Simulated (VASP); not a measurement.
These are HSE06 screened hybrid, VASP's PBE PAW potentials (set 64) (plane waves; VASP) values and carry that method's errors.

A VASP calculation is set up with these files.

KPOINTS:
```
Automatic
0
gamma
1 1 1
```

### POSCAR
```
Al35CN35
1
    4.6932676572    -8.1289780179     0.0000000000
    4.6932676572     8.1289780179     0.0000000000
    0.0000000000     0.0000000000    10.0192026156
Al N C
35 35 1
Direct
  0.2220965129   0.1107556552   0.2466991383
  0.1103069164   0.2222714608   0.9995393670
  0.2223735653   0.1124657504   0.7484472264
  0.1117947849   0.2245614948   0.5015547817
  0.2221448199   0.4442681623   0.2491486046
  0.1114355456   0.5562164852   0.0011181856
  0.2206115228   0.4446099684   0.7522880459
  0.1115790162   0.5565844026   0.5005065844
  0.2223179055   0.7779623545   0.2489597605
  0.1110452179   0.8888029630   0.9994843329
  0.2227002737   0.7788726400   0.7504986565
  0.1135615532   0.8890226681   0.5013806974
  0.5553031764   0.1107294765   0.2467238386
  0.4439905426   0.2213425833   0.9915983758
  0.5566440013   0.1124590161   0.7484452673
  0.5531477916   0.4396803804   0.2373935397
  0.4440003071   0.5568537256   0.9974793306
  0.5570593265   0.4475408987   0.7489445942
  0.4339048999   0.5540767049   0.5076241992
  0.5547770615   0.7764452668   0.2484668111
  0.4444174897   0.8887930014   0.9994676638
  0.5562398919   0.7802189232   0.7511750635
  0.4420744137   0.8890269705   0.5013770328
  0.8889723420   0.1113702032   0.2496898451
  0.7785801758   0.2222878925   0.9995136048
  0.8889663286   0.1113765925   0.7499289450
  0.7793458226   0.2245752952   0.5015495275
  0.8887385100   0.4442897021   0.2491420642
  0.7794666071   0.5568952386   0.9975117113
  0.8905494819   0.4446463029   0.7523065475
  0.7867601778   0.5541818636   0.5076258078
  0.8883234977   0.7764840225   0.2484906351
  0.7781069267   0.8896119881   0.0004586779
  0.8905268368   0.7802565453   0.7511542778
  0.7773238807   0.8881191224   0.4999206248
  0.1967205127   0.0991302956   0.4331194138
  0.1107009269   0.2230464554   0.1898165298
  0.2190084597   0.1098062529   0.9412964139
  0.1108159030   0.2236253918   0.6916434021
  0.2187316787   0.4444084183   0.4413468136
  0.1111850500   0.5557587099   0.1918254995
  0.2211083117   0.4445132687   0.9419742595
  0.1116522868   0.5567823876   0.6916909678
  0.2221411702   0.7777511237   0.4411471535
  0.1100745354   0.8870181732   0.1898520718
  0.2222344637   0.7778617369   0.9409906128
  0.1115533730   0.8895493047   0.6911740719
  0.5689931675   0.0990711108   0.4331020609
  0.4422701627   0.2179560902   0.1846615629
  0.5574242946   0.1098413753   0.9412886087
  0.4458958666   0.2252722468   0.7153573369
  0.4431282901   0.5554674260   0.1878694209
  0.5572075151   0.4477454580   0.9426143015
  0.4424740234   0.5578594431   0.6960181912
  0.5548146499   0.7742903245   0.4407805425
  0.4435530371   0.8869692653   0.1898308977
  0.5565056672   0.7792558930   0.9413688934
  0.4445074229   0.8895316033   0.6911844761
  0.8884097115   0.1102911247   0.4412646641
  0.7789838143   0.2230614599   0.1898338334
  0.8887777592   0.1109691802   0.9407653614
  0.7793704033   0.2236752840   0.6916706321
  0.8922310543   0.4444653570   0.4413271253
  0.7790197256   0.5555608658   0.1878786123
  0.8900052991   0.4445764808   0.9419712338
  0.7819674396   0.5579099743   0.6959683415
  0.8861412001   0.7743989218   0.4407743581
  0.7776480989   0.8886611041   0.1919979701
  0.8894046862   0.7792520687   0.9413822182
  0.7778359443   0.8891332788   0.6908661512
  0.5637189707   0.4609014236   0.4349606295
```

**INCAR**
```
! general
SYSTEM   = Al35CN35
PREC     = Normal
ENCUT    = 400
LREAL    = Auto   ! projection in real space or not
LASPH    = T
ISYM     = 0

! electronic loop
EDIFF    = 1E-5
NELM     = 50
NELMIN   = 4
ALGO     = Normal

! smearing
ISMEAR   = 0   ! Gaussian
SIGMA    = 0.05

! functional
GGA      = PE   ! PBE
LHFCALC  = T
AEXX     = 0.25
HFSCREEN = 0.2
PRECFOCK = Fast

! ions
ISIF     = 0

! output
LWAVE    = F
LCHARG   = F
```

POTCAR, in this order: Al N C (PBE.64 set). Program: vasp_gam. Read from the step before: WAVECAR.

Output of the run:

OSZICAR:
```
       N       E                     dE             d eps       ncg     rms          rms(c)
DAV:   1    -0.608331005607E+03   -0.60833E+03   -0.17723E+01   428   0.864E+00    0.496E+01
DAV:   2    -0.608257436609E+03    0.73569E-01   -0.10218E+00   422   0.333E+00    0.329E+01
DAV:   3    -0.608796226255E+03   -0.53879E+00   -0.49158E+00   400   0.166E+00    0.226E+01
DAV:   4    -0.607812561872E+03    0.98366E+00   -0.19874E+01   518   0.807E+00    0.144E+01
DAV:   5    -0.608426306297E+03   -0.61374E+00   -0.20240E+00   438   0.484E+00    0.844E+00
DAV:   6    -0.608817712631E+03   -0.39141E+00   -0.51313E+00   462   0.524E+00    0.994E+00
DAV:   7    -0.607301476588E+03    0.15162E+01   -0.12807E+01   502   0.771E+00    0.617E+00
DAV:   8    -0.608550899943E+03   -0.12494E+01   -0.10071E+00   446   0.403E+00    0.376E+00
DAV:   9    -0.608576257141E+03   -0.25357E-01   -0.37754E+00   454   0.490E+00    0.865E+00
DAV:  10    -0.607397242533E+03    0.11790E+01   -0.12513E+01   518   0.744E+00    0.547E+00
DAV:  11    -0.608540552165E+03   -0.11433E+01   -0.10430E+00   494   0.404E+00    0.323E+00
DAV:  12    -0.608548846044E+03   -0.82939E-02   -0.33746E+00   438   0.472E+00    0.853E+00
DAV:  13    -0.607414949570E+03    0.11339E+01   -0.12131E+01   542   0.740E+00    0.548E+00
DAV:  14    -0.608521769015E+03   -0.11068E+01   -0.10013E+00   486   0.406E+00    0.320E+00
DAV:  15    -0.608580005854E+03   -0.58237E-01   -0.35108E+00   430   0.475E+00    0.861E+00
DAV:  16    -0.607407239671E+03    0.11728E+01   -0.12489E+01   518   0.747E+00    0.550E+00
DAV:  17    -0.608529016026E+03   -0.11218E+01   -0.10175E+00   478   0.406E+00    0.322E+00
DAV:  18    -0.608572029133E+03   -0.43013E-01   -0.35106E+00   438   0.476E+00    0.859E+00
DAV:  19    -0.607405518236E+03    0.11665E+01   -0.12352E+01   518   0.745E+00    0.549E+00
DAV:  20    -0.608527012409E+03   -0.11215E+01   -0.10014E+00   478   0.406E+00    0.322E+00
DAV:  21    -0.608575347264E+03   -0.48335E-01   -0.35280E+00   438   0.478E+00    0.860E+00
DAV:  22    -0.607404821907E+03    0.11705E+01   -0.12426E+01   534   0.746E+00    0.548E+00
DAV:  23    -0.608531899169E+03   -0.11271E+01   -0.10377E+00   510   0.406E+00    0.322E+00
DAV:  24    -0.608562983677E+03   -0.31085E-01   -0.34378E+00   446   0.473E+00    0.857E+00
DAV:  25    -0.607410898834E+03    0.11521E+01   -0.12306E+01   526   0.744E+00    0.548E+00
DAV:  26    -0.608526010337E+03   -0.11151E+01   -0.10111E+00   478   0.406E+00    0.321E+00
DAV:  27    -0.608575066501E+03   -0.49056E-01   -0.34979E+00   430   0.476E+00    0.860E+00
DAV:  28    -0.607404805051E+03    0.11703E+01   -0.12399E+01   518   0.746E+00    0.548E+00
DAV:  29    -0.608529431571E+03   -0.11246E+01   -0.10227E+00   486   0.406E+00    0.321E+00
DAV:  30    -0.608567726162E+03   -0.38295E-01   -0.34744E+00   438   0.475E+00    0.858E+00
DAV:  31    -0.607407485680E+03    0.11602E+01   -0.12323E+01   534   0.745E+00    0.549E+00
DAV:  32    -0.608525942882E+03   -0.11185E+01   -0.10027E+00   486   0.406E+00    0.321E+00
DAV:  33    -0.608576372814E+03   -0.50430E-01   -0.35222E+00   438   0.477E+00    0.861E+00
DAV:  34    -0.607404321492E+03    0.11721E+01   -0.12424E+01   526   0.746E+00    0.548E+00
DAV:  35    -0.608531265778E+03   -0.11269E+01   -0.10378E+00   502   0.406E+00    0.321E+00
DAV:  36    -0.608562247618E+03   -0.30982E-01   -0.34339E+00   438   0.474E+00    0.857E+00
DAV:  37    -0.607410369308E+03    0.11519E+01   -0.12288E+01   518   0.743E+00    0.548E+00
DAV:  38    -0.608525831592E+03   -0.11155E+01   -0.10091E+00   478   0.406E+00    0.321E+00
DAV:  39    -0.608574165649E+03   -0.48334E-01   -0.34913E+00   438   0.475E+00    0.860E+00
DAV:  40    -0.607404729881E+03    0.11694E+01   -0.12381E+01   534   0.746E+00    0.548E+00
DAV:  41    -0.608528668367E+03   -0.11239E+01   -0.10236E+00   494   0.406E+00    0.321E+00
DAV:  42    -0.608568380281E+03   -0.39712E-01   -0.34780E+00   438   0.475E+00    0.858E+00
DAV:  43    -0.607407323889E+03    0.11611E+01   -0.12333E+01   526   0.744E+00    0.549E+00
DAV:  44    -0.608525677473E+03   -0.11184E+01   -0.10040E+00   478   0.407E+00    0.322E+00
DAV:  45    -0.608575605614E+03   -0.49928E-01   -0.35190E+00   430   0.477E+00    0.860E+00
DAV:  46    -0.607403516950E+03    0.11721E+01   -0.12395E+01   518   0.746E+00    0.548E+00
DAV:  47    -0.608529700748E+03   -0.11262E+01   -0.10227E+00   478   0.406E+00    0.321E+00
DAV:  48    -0.608565731045E+03   -0.36030E-01   -0.34660E+00   438   0.476E+00    0.858E+00
DAV:  49    -0.607408158347E+03    0.11576E+01   -0.12306E+01   526   0.744E+00    0.548E+00
DAV:  50    -0.608525886708E+03   -0.11177E+01   -0.10069E+00   486   0.406E+00
   1 F= -.60852589E+03 E0= -.60852589E+03  d E =-.552564E-15
```

OUTCAR:
```
------------------------ aborting loop EDIFF was not reached (unconverged)  ----------------------------
  volume of cell :      764.49
      direct lattice vectors                 reciprocal lattice vectors
     4.693267657 -8.128978018  0.000000000     0.106535582 -0.061508347  0.000000000
     4.693267657  8.128978018  0.000000000     0.106535582  0.061508347  0.000000000
     0.000000000  0.000000000 10.019202616     0.000000000  0.000000000  0.099808342
  FREE ENERGIE OF THE ION-ELECTRON SYSTEM (eV)
  ---------------------------------------------------
  free  energy   TOTEN  =      -608.5258867082 eV

  energy  without entropy=     -608.5258867082  energy(sigma->0) =     -608.52588671

  exchange ACFDT corr.  =         0.00000000  see jH, gK, PRB 81, 115126
```
(Selected blocks of OUTCAR.)

**stdout**
```
...
DAV:  31    -0.607407485680E+03    0.11602E+01   -0.12323E+01   534   0.745E+00    0.549E+00
DAV:  32    -0.608525942882E+03   -0.11185E+01   -0.10027E+00   486   0.406E+00    0.321E+00
DAV:  33    -0.608576372814E+03   -0.50430E-01   -0.35222E+00   438   0.477E+00    0.861E+00
DAV:  34    -0.607404321492E+03    0.11721E+01   -0.12424E+01   526   0.746E+00    0.548E+00
DAV:  35    -0.608531265778E+03   -0.11269E+01   -0.10378E+00   502   0.406E+00    0.321E+00
DAV:  36    -0.608562247618E+03   -0.30982E-01   -0.34339E+00   438   0.474E+00    0.857E+00
DAV:  37    -0.607410369308E+03    0.11519E+01   -0.12288E+01   518   0.743E+00    0.548E+00
DAV:  38    -0.608525831592E+03   -0.11155E+01   -0.10091E+00   478   0.406E+00    0.321E+00
DAV:  39    -0.608574165649E+03   -0.48334E-01   -0.34913E+00   438   0.475E+00    0.860E+00
DAV:  40    -0.607404729881E+03    0.11694E+01   -0.12381E+01   534   0.746E+00    0.548E+00
DAV:  41    -0.608528668367E+03   -0.11239E+01   -0.10236E+00   494   0.406E+00    0.321E+00
DAV:  42    -0.608568380281E+03   -0.39712E-01   -0.34780E+00   438   0.475E+00    0.858E+00
DAV:  43    -0.607407323889E+03    0.11611E+01   -0.12333E+01   526   0.744E+00    0.549E+00
DAV:  44    -0.608525677473E+03   -0.11184E+01   -0.10040E+00   478   0.407E+00    0.322E+00
DAV:  45    -0.608575605614E+03   -0.49928E-01   -0.35190E+00   430   0.477E+00    0.860E+00
DAV:  46    -0.607403516950E+03    0.11721E+01   -0.12395E+01   518   0.746E+00    0.548E+00
DAV:  47    -0.608529700748E+03   -0.11262E+01   -0.10227E+00   478   0.406E+00    0.321E+00
DAV:  48    -0.608565731045E+03   -0.36030E-01   -0.34660E+00   438   0.476E+00    0.858E+00
DAV:  49    -0.607408158347E+03    0.11576E+01   -0.12306E+01   526   0.744E+00    0.548E+00
DAV:  50    -0.608525886708E+03   -0.11177E+01   -0.10069E+00   486   0.406E+00

 -----------------------------------------------------------------------------
|                                                                             |
|           W    W    AA    RRRRR   N    N  II  N    N   GGGG   !!!           |
|           W    W   A  A   R    R  NN   N  II  NN   N  G    G  !!!           |
|           W    W  A    A  R    R  N N  N  II  N N  N  G       !!!           |
|           W WW W  AAAAAA  RRRRR   N  N N  II  N  N N  G  GGG   !            |
|           WW  WW  A    A  R   R   N   NN  II  N   NN  G    G                |
|           W    W  A    A  R    R  N    N  II  N    N   GGGG   !!!           |
|                                                                             |
|     The electronic self-consistency was not achieved in the given           |
|     number of steps (NELM). The forces and other quantities evaluated       |
|     might not be reliable so examine the results carefully. If you find     |
|     spurious results, we suggest increasing NELM, if you were close to      |
|     convergence or switching to a different ALGO or adjusting the           |
|     density mixing parameters otherwise.                                    |
|                                                                             |
 -----------------------------------------------------------------------------

   1 F= -.60852589E+03 E0= -.60852589E+03  d E =-.552564E-15
```

The run did not converge; its last values are not results.

The supercell is sampled at Γ alone, which is coarse: total energies, pressure and levels can be off, energies of defects by several tenths of an eV.

The cell is a supercell with a defect, built from AlN (wurtzite): C_N-vac_Al. The cell's shape comes from a PBE relaxation. The run is not spin-polarised, so no state with unpaired spins was tried.
